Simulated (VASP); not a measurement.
# ZrC with optB86b-vdW: from relaxation to properties

What structure does ZrC take at this level, and what are its properties? The steps: relaxing cell and atoms (optB86b-vdW), single point with fields (optB86b-vdW), bands along the symmetry lines (optB86b-vdW), density of states (optB86b-vdW), volume scan with optB86b-vdW, fit for optB86b-vdW, electric field gradients (optB86b-vdW) and self-consistent run (optB86b-vdW), changed input. The start is a cell from a database of measured crystal structures.

Main program and level: VASP 6.6.1; optB86b-vdW; plane waves and PAW (Zr_sv, C).

## 1. Set-up

Before any relaxation, the start is as follows. It takes space group Fm-3m (No. 225, cubic). The conventional cell has a = 4.700 Å, b = 4.700 Å, c = 4.700 Å, α = 90.00°, β = 90.00°, γ = 90.00°. Zr has 6 C at 2.35 Å nearest. Nearest to C lie 6 Zr at 2.35 Å. Farther neighbours are not listed.

Coordinates:

```cif
data_structure
_symmetry_space_group_name_H-M 'P 1'
_symmetry_Int_Tables_number 1
_cell_length_a 3.3237
_cell_length_b 3.3237
_cell_length_c 3.3237
_cell_angle_alpha 60.000
_cell_angle_beta 60.000
_cell_angle_gamma 60.000
_cell_volume 25.96
loop_
_atom_site_label
_atom_site_type_symbol
_atom_site_fract_x
_atom_site_fract_y
_atom_site_fract_z
_atom_site_occupancy
Zr1 Zr 0.50000 0.50000 0.50000 1
C2 C 0.00000 0.00000 0.00000 1
```

## 2. Relaxing cell and atoms (optB86b-vdW)

The start need not lie at this functional's minimum. ISIF = 3 frees volume, shape and positions, and EDIFFG sets the threshold on forces and stress at which the search stops. optB86b-vdW pairs nonlocal correlation with a less repulsive exchange of B86b form. LUSE_VDW switches on a nonlocal correlation term for dispersion.

INCAR

```
SYSTEM = ZrC
PREC = Accurate
ENCUT = 520
EDIFF = 1E-06
NELM = 100
ISMEAR = 0
SIGMA = 0.05
LREAL = .FALSE.
ALGO = Normal
GGA = MK
AGGAC = 0
LUSE_VDW = .TRUE.
PARAM1 = 0.1234
PARAM2 = 1
LASPH = .TRUE.
NBANDS = 14
LORBIT = 11
LWAVE = .FALSE.
LCHARG = .FALSE.
KPAR = 2
IBRION = 2
NSW = 60
ISIF = 3
EDIFFG = -0.01
```

POSCAR

```
ZrC
1.0
    0.0000000000      2.3502110000      2.3502110000
    2.3502110000      0.0000000000      2.3502110000
    2.3502110000      2.3502110000      0.0000000000
Zr C
1 1
Direct
    0.5000000000      0.5000000000      0.5000000000
    0.0000000000      0.0000000000      0.0000000000
```

KPOINTS

```
Automatic mesh
0
Gamma
10 10 10
0 0 0
```

PAW data sets: Zr_sv and C (PBE family, release 64).

Run with:

```
mpirun -np 2 vasp_std
```

What it wrote:

```text
[banner, memory and clock lines left out]
running    2 mpi-ranks, on    1 nodes
 distrk:  each k-point on    1 cores,    2 groups
 distr:  one band on    1 cores,    1 groups

 POSCAR found type information on POSCAR ZrC
 POSCAR found :  2 types and       2 ions
|                                                                             |
|               ----> ADVICE to this user running VASP <----                  |
|                                                                             |
|     You have switched on vdW-DFT.                                           |
|     This routine was written and supplied by Jiri Klimes. We recommend      |
|     that you carefully read and cite the following publications:            |
|       J. Klimes, D.R. Bowler, A. Michelides                                 |
|          J. Phys.: Cond Matt. 22 022201 (2010)                              |
|       J. Klimes, D.R. Bowler, A. Michelides                                 |
|          Phys. Rev. B. 83, 195131 (2011)                                    |
|     and references therein.                                                 |
|                                                                             |

|                                                                             |
|               ----> ADVICE to this user running VASP <----                  |
|                                                                             |
|     You enforced a specific xc type in the INCAR file but a different       |
|     [... a line on the potential file left out ...]
|     I HOPE YOU KNOW WHAT YOU ARE DOING!                                     |
|                                                                             |

 LDA part: xc-table for (Slater+PW92), standard interpolation
 POSCAR, INCAR and KPOINTS ok, starting setup
 FFT: planning ... GRIDC
 FFT: planning ... GRID_SOFT
 FFT: planning ... GRID
 WAVECAR not read
 entering main loop
       N       E                     dE             d eps       ncg     rms          rms(c)
DAV:   1     0.104022275984E+03    0.10402E+03   -0.86842E+03  1316   0.116E+03
DAV:   2    -0.131288841520E+02   -0.11715E+03   -0.11016E+03  1670   0.301E+02
DAV:   3    -0.194655214007E+02   -0.63366E+01   -0.62953E+01  2168   0.587E+01
DAV:   4    -0.196040308388E+02   -0.13851E+00   -0.13847E+00  1620   0.593E+00
DAV:   5    -0.196065516386E+02   -0.25208E-02   -0.25208E-02  1768   0.624E-01    0.204E+01
DAV:   6    -0.162613040164E+02    0.33452E+01   -0.81303E+00  1548   0.243E+01    0.724E+00
DAV:   7    -0.161307729609E+02    0.13053E+00   -0.52616E-01  1508   0.630E+00    0.627E+00
DAV:   8    -0.161464460301E+02   -0.15673E-01   -0.30771E-01  1508   0.450E+00    0.488E+00
DAV:   9    -0.161156473163E+02    0.30799E-01   -0.71125E-02  1484   0.198E+00    0.335E-01
DAV:  10    -0.161162501776E+02   -0.60286E-03   -0.46323E-03  1640   0.609E-01    0.542E-01
DAV:  11    -0.161158981637E+02    0.35201E-03   -0.11829E-03  1514   0.286E-01    0.550E-02
DAV:  12    -0.161158954281E+02    0.27356E-05   -0.17213E-05  1538   0.332E-02    0.119E-02
DAV:  13    -0.161158947614E+02    0.66671E-06   -0.17055E-06  1398   0.102E-02
   1 F= -.16115895E+02 E0= -.16115839E+02  d E =-.161159E+02
 curvature:   0.00 expect dE= 0.000E+00 dE for cont linesearch  0.000E+00
 trial: gam= 0.00000 g(F)=  0.973E-59 g(S)=  0.826E-03 ort = 0.000E+00 (trialstep = 0.100E+01)
 search vector abs. value=  0.826E-03
 bond charge predicted
       N       E                     dE             d eps       ncg     rms          rms(c)
DAV:   1    -0.161214412131E+02   -0.55458E-02   -0.19052E-01  1454   0.447E+00    0.985E-01
DAV:   2    -0.161163331687E+02    0.51080E-02   -0.11586E-02  1526   0.123E+00    0.277E-01
DAV:   3    -0.161153698410E+02    0.96333E-03   -0.48076E-03  1946   0.508E-01    0.845E-02
DAV:   4    -0.161154877527E+02   -0.11791E-03   -0.19640E-04  2170   0.995E-02    0.828E-02
DAV:   5    -0.161156000545E+02   -0.11230E-03   -0.77684E-05  2128   0.513E-02    0.127E-02
DAV:   6    -0.161156157577E+02   -0.15703E-04   -0.32220E-05  2196   0.365E-02    0.706E-03
DAV:   7    -0.161156166275E+02   -0.86984E-06   -0.68863E-07   924   0.988E-03
   2 F= -.16115617E+02 E0= -.16115568E+02  d E =0.278134E-03
 trial-energy change:    0.000278  1 .order    0.000280   -0.000826    0.001385
 step:   0.3734(harm=  0.3734)  dis= 0.00000  next Energy=   -16.116049 (dE=-0.154E-03)
 bond charge predicted
       N       E                     dE             d eps       ncg     rms          rms(c)
DAV:   1    -0.161183244074E+02   -0.27086E-02   -0.74693E-02  1442   0.281E+00    0.615E-01
DAV:   2    -0.161163494601E+02    0.19749E-02   -0.46804E-03  1532   0.779E-01    0.174E-01
DAV:   3    -0.161159677657E+02    0.38169E-03   -0.18376E-03  1958   0.314E-01    0.502E-02
DAV:   4    -0.161160089852E+02   -0.41219E-04   -0.81921E-05  2170   0.649E-02    0.519E-02
DAV:   5    -0.161160456477E+02   -0.36662E-04   -0.26828E-05  2146   0.306E-02    0.976E-03
DAV:   6    -0.161160505555E+02   -0.49079E-05   -0.14874E-05  2170   0.240E-02    0.447E-03
DAV:   7    -0.161160503976E+02    0.15794E-06   -0.26202E-07   796   0.601E-03
   3 F= -.16116050E+02 E0= -.16115998E+02  d E =-.155636E-03
 curvature:  -0.19 expect dE=-0.487E-08 dE for cont linesearch -0.487E-08
 trial: gam= 0.00000 g(F)=  0.229E-58 g(S)=  0.261E-07 ort =-0.464E-05 (trialstep = 0.875E+00)
 search vector abs. value=  0.262E-07
 reached required accuracy - stopping structural energy minimisation
```

The job ended after 2.1 min (2 MPI ranks of Intel Xeon Platinum 8259CL at 2.50GHz (Skylake/Cascade Lake), shared host; peak memory 0.63 GiB).

The logs omit lines about the potential files and the build; timing stands in the text.

From OUTCAR (step 2):

```text
ion  position               nearest neighbor table
   1  0.500  0.500  0.500-   2 2.35   2 2.35   2 2.35   2 2.35   2 2.35   2 2.35
   2  0.000  0.000  0.000-   1 2.35   1 2.35   1 2.35   1 2.35   1 2.35   1 2.35

  LATTYP: Found a face centered cubic cell.
 ALAT       =     4.7004220000

 Subroutine GETGRP returns: Found 48 space group operations
 (whereof 48 operations were pure point group operations)

The static configuration has the point symmetry O_h .

 Found     47 irreducible k-points:

   k-points           NKPTS =     47   k-points in BZ     NKDIM =     47   number of bands    NBANDS=     14

   dimension x,y,z NGX =    28 NGY =   28 NGZ =   28
   dimension x,y,z NGXF=    56 NGYF=   56 NGZF=   56

   ENCUT  =  520.0 eV  38.22 Ry    6.18 a.u.   6.18  6.18  6.18*2*pi/ulx,y,z

   NELECT =      16.0000    total number of electrons

 k-points in reciprocal lattice and weights: Automatic mesh
   0.00000000  0.00000000  0.00000000       0.001
   0.10000000  0.00000000  0.00000000       0.008
   0.20000000  0.00000000  0.00000000       0.008
   0.30000000  0.00000000  0.00000000       0.008
   0.40000000  0.00000000  0.00000000       0.008
   0.50000000  0.00000000  0.00000000       0.004
   0.10000000  0.10000000  0.00000000       0.006
   0.20000000  0.10000000  0.00000000       0.024
   0.30000000  0.10000000  0.00000000       0.024
[...]
-0.30000000  0.40000000  0.20000000       0.024
  -0.30000000  0.50000000  0.20000000       0.012

 average (electrostatic) potential at core
       1 -73.2153       2 -44.0514

 E-fermi :   9.5888

 k-point     1 :       0.0000    0.0000    0.0000
  band No.  band energies     occupation
      1     -38.4947      2.00000
      2     -16.2233      2.00000
      3     -16.2233      2.00000
      4     -16.2233      2.00000
      5      -1.6895      2.00000
      6      10.5188      0.00000
      7      10.5188      0.00000
      8      10.5188      0.00000
      9      10.6696      0.00000
     10      10.6696      0.00000
    ...

 k-point     2 :       0.1000    0.0000    0.0000
  band No.  band energies     occupation
    ...
      4     -16.2310      2.00000
      5      -1.4638      2.00000
      6       9.2170      2.00000
      7       9.5097      1.97470
      8       9.5097      1.97470
      9      11.0433      0.00000
     10      11.0433      0.00000
     11      11.4864      0.00000
     12      13.5140      0.00000
     13      13.5140      0.00000
    ...

 k-point     3 :       0.2000    0.0000    0.0000
  band No.  band energies     occupation
    ...
      4     -16.2511      2.00000
      5      -0.8433      2.00000
      6       7.6319      2.00000
      7       8.3201      2.00000
      8       8.3201      2.00000
      9      11.6954      0.00000
     10      11.6954      0.00000
     11      12.0652      0.00000
     12      15.3911      0.00000
     13      15.3911      0.00000
    ...

Total vdW correction in eV:      1.8506392

  Total        0.0006003      0.0006003      0.0006003      0.0000000     -0.0000000     -0.0000000
  in kB        0.0371510      0.0371510      0.0371510      0.0000000     -0.0000000     -0.0000000
  external PRESSURE =       0.0371510 kB  Pullay stress =       0.0000000 kB

  energy-cutoff  :      520.00
  volume of cell :       25.89
      direct lattice vectors                 reciprocal lattice vectors
     0.000000000  2.347949955  2.347949955    -0.212951728  0.212951728  0.212951728
     2.347949955 -0.000000000  2.347949955     0.212951728 -0.212951728  0.212951728
     2.347949955  2.347949955  0.000000000     0.212951728  0.212951728 -0.212951728

 POSITION                                       TOTAL-FORCE (eV/Angst)
 -----------------------------------------------------------------------------------
      2.34795      2.34795      2.34795        -0.000000      0.000000      0.000000
      0.00000      0.00000      0.00000         0.000000     -0.000000     -0.000000
 -----------------------------------------------------------------------------------
    total drift:                                0.000000      0.000000      0.000000

  FREE ENERGIE OF THE ION-ELECTRON SYSTEM (eV)
  ---------------------------------------------------
  free  energy   TOTEN  =       -16.1160503976 eV

  energy  without entropy=      -16.1159457205  energy(sigma->0) =      -16.11599806

Total vdW correction in eV:      1.8506348

 reached required accuracy - stopping structural energy minimisation

 total charge
# of ion       s       p       d       tot
------------------------------------------
    1        2.175   6.042   1.638   9.855
    2        0.886   1.480   0.000   2.367
--------------------------------------------------
tot          3.062   7.522   1.638  12.222

[... 3 further parts left out ...]
```

CONTCAR:

```
ZrC
   1.00000000000000
     0.0000000000000000    2.3479499548501677    2.3479499548501677
     2.3479499548501677   -0.0000000000000000    2.3479499548501677
     2.3479499548501677    2.3479499548501677    0.0000000000000000
  Zr              C
     1     1
Direct
     0.5000000000000000    0.5000000000000000    0.5000000000000000
     0.0000000000000000    0.0000000000000000    0.0000000000000000
```

The PAW data sets were made with PBE, which is usual practice but a small mismatch for other functionals. The run keeps the 48 symmetry operations of its start, so it cannot find a distortion of lower symmetry.

Little changed from the start: no atom moved by 0.005 Å and no cell edge by 0.1 %.

Numbers from this step:

```
electrons                       : 16
bands                           : 14
irreducible k-points            : 47
symmetry operations             : 48
free energy (TOTEN)             : -16.12 eV
energy at zero smearing         : -16.12 eV
Fermi energy                    : 9.589 eV
pressure                        : 0.003715 GPa
metallic                        : yes
SCF cycles over all ionic steps : 27
```

It ends with forces that vanish by symmetry and a pressure of 0.00 GPa. The volume lies -0.3 % from that of the database's start, which holds the thermal and zero-point expansion of its experiment.

(Part 1 of 4 ends here.)

[Lines on the potential files, build, host, timing and source positions are cut from VASP's logs without a mark.]

[Logs are printed without paths, hosts, clocks, repeated set-up lines and the standing remarks that a program may print on its own settings, such as how far it seeks lower states.]

[Hosts, paths, dates, database ids (printed as entryN), source tags and the programs' standing remarks are cut or masked in the printed files.]

[A measured line is paired with the nearest computed mode of its activity, which favours agreement.]
